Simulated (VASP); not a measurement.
VASP input:

**POSCAR**
```
KCl
1.0
  0.0000000000   3.2896543274   3.2896543274
  3.2896543274   0.0000000000   3.2896543274
  3.2896543274   3.2896543274   0.0000000000
K Cl
1 1
Cart
  0.0000000000   0.0000000000   0.0000000000
  3.2896543274   3.2896543274   3.2896543274
```

**INCAR**
```
# general
SYSTEM = KCl
PREC   = Accurate
ENCUT  = 520
LREAL  = .False.   # projection in real space or not
LASPH  = .True.   # aspherical one-centre terms

# electronic loop
EDIFF  = 1E-6   # SCF stop (eV)
NELM   = 100   # most electronic steps
ALGO   = Normal   # blocked Davidson

# smearing
ISMEAR = 0
SIGMA  = 0.05   # width (eV)

# functional
GGA    = RP

# ions
IBRION = 2   # conjugate gradients
NSW    = 60   # most ionic steps
ISIF   = 3
EDIFFG = -0.01   # ionic stop

# output
LWAVE  = .False.
LCHARG = .False.
```

KPOINTS:
```
Automatic mesh
0
Gamma
6 6 6
0 0 0
```

POTCAR, in this order: K_sv Cl (PBE.64 set). Program: vasp_std.

Question: Translate this RPBE calculation to Quantum ESPRESSO's pw.x.

Answer: One equivalent input (not run):
```
&CONTROL
  calculation = 'vc-relax'
  pseudo_dir = './pseudo'
  outdir = './out'
  tprnfor = .true.
  tstress = .true.
  nstep = 60
  forc_conv_thr = 0.00039
/
&SYSTEM
  ibrav = 0
  nat = 2
  ntyp = 2
  ecutwfc = 74
  occupations = 'smearing'
  smearing = 'gaussian'
  degauss = 0.003675
  input_dft = 'rpbe'
/
&ELECTRONS
  conv_thr = 7.3e-08
  electron_maxstep = 100
/
&IONS
/
&CELL
/
ATOMIC_SPECIES
  K 39.098 K.upf
  Cl 35.450 Cl.upf
CELL_PARAMETERS angstrom
     0.0000000    3.2896543    3.2896543
     3.2896543    0.0000000    3.2896543
     3.2896543    3.2896543    0.0000000
ATOMIC_POSITIONS crystal
  K    0.0000000  0.0000000  0.0000000
  Cl   0.5000000  0.5000000  0.5000000
K_POINTS automatic
  6 6 6 0 0 0
```
Limits of the translation: the potentials are each code's own (VASP's PAW set, PseudoDojo norm-conserving files in pw.x), so ENCUT and ecutwfc are chosen apart and not converted; conv_thr bounds pw.x's estimated SCF error, while EDIFF bounds the energy change between steps; forc_conv_thr acts on force components and is met together with etot_conv_thr.

The compound is KCl in the rock salt structure. It was relaxed first, which changed the volume by +14 %. The start is the result of an earlier pass.
